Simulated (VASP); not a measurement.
Here is the system:

```yaml
crystal:
  lattice:
    - [0.00000, 2.17389, 2.17389]
    - [2.17389, 0.00000, 2.17389]
    - [2.17389, 2.17389, 0.00000]
  atoms:
    - { symbol: Ti, position: [0.00000, 0.00000, 0.00000] }
    - { symbol: C, position: [0.50000, 0.50000, 0.50000] }
```

The numbers are results of LDA (Ceperley-Alder, Perdew-Zunger), VASP's LDA PAW potentials (set 64) (plane waves; VASP), not measurements. Numerical set-up: 520 eV cut-off, 15×15×15 Γ-centred mesh, first-order Methfessel-Paxton smearing of 0.10 eV, potentials Ti_sv C.

**Question.** What does the run give for the energy per atom (σ→0), pressure, band gap (on the k-mesh) with the smallest direct gap where there is one?

**Answer.** 
```json
{
  "band gap (on the k-mesh)": "none (metal, semimetal or under 0.01 eV)",
  "energy per atom (σ→0)": "-10.242 eV/atom",
  "pressure": "-14.50 GPa"
}
```

The absolute energy has meaning only against runs of the same code, potentials and settings.

The compound is TiC in the rock salt structure. This cell is one point of a volume scan, at 1.06 of the reference volume.
